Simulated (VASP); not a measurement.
Data:

```xyz
2
Lattice="0.0000 3.3150 3.3150 3.3150 0.0000 3.3150 3.3150 3.3150 0.0000" Properties=species:S:1:pos:R:3 pbc="T T T"
Ag     0.0000     0.0000     0.0000
I      1.6575     1.6575     1.6575
```

Method: PBE GGA, VASP's PBE PAW potentials (set 64) (plane waves; VASP 6.6.1). Numerical set-up: 200 eV cut-off, 6×6×6 Γ-centred mesh, Gaussian smearing of 0.050 eV, potentials Ag I.

At this cut-off the stress carries a Pulay error, which pulls relaxed volumes low. Unless said otherwise, spin-orbit coupling is left out, though it shifts the bands of the heavy elements here.

Q: What does the run give for the energy per atom (σ→0), pressure, band gap (on the k-mesh) with the smallest direct gap where there is one?

A: 
```
Property                                      Value
-----------------------------------  --------------
band gap (on the k-mesh)                    1.38 eV
smallest direct gap (on the k-mesh)         1.38 eV
energy per atom (σ→0)                -2.326 eV/atom
pressure                                -124.6 kbar
```

Total energies compare only between runs with the same potentials, cut-off and functional.

The compound is AgI in the zinc blende structure, whereas wurtzite is the usual form. The cell was not relaxed at this level. The run is one of a series of settings (ENCUT = 200 against the base run), some of them coarse on purpose.
